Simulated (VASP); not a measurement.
The system is Ba.

```
Ba
1.0
    -2.51250    2.51250    2.51250
     2.51250   -2.51250    2.51250
     2.51250    2.51250   -2.51250
Ba
1
Direct
  0.00000 0.00000 0.00000
```

- Program: VASP 6.6.1
- Task: relaxation of cell and atoms
- Functional: PBE
- Dispersion: D3(BJ)
- Potentials or basis: VASP PAW PBE potentials, release 64 (Ba_sv)
- Cutoff: 600 eV
- k mesh: 12 × 12 × 12
- Occupations: gaussian, width 0.1 eV
- Spin: no spin polarisation

At the start: pressure -0.5 GPa; volume 63.44 Å³/atom.

Question: How do energy, volume and symmetry change on relaxing?

Answer: Over 3 steps the energy falls by 5.2 meV/atom and the volume is 60.02 Å³/atom (-5.4 %); space group Im-3m (No. 229, to 0.05 Å).

Step by step:
| step | energy change (eV) | largest force (eV/Å) | pressure (GPa) | volume (Å³) |
| --- | --- | --- | --- | --- |
| 1 | 0.0000 | 0.0000 | -0.46 | 63.44 |
| 2 | -0.0038 | 0.0000 | -0.25 | 61.77 |
| 3 | -0.0052 | 0.0000 | -0.01 | 60.02 |

Final structure:
```
Ba
1.0
    -2.46648    2.46648    2.46648
     2.46648   -2.46648    2.46648
     2.46648    2.46648   -2.46648
Ba
1
Direct
  0.00000 0.00000 0.00000
```

Caveat: pairwise dispersion overbinds metals, which lowers pressure and volume.
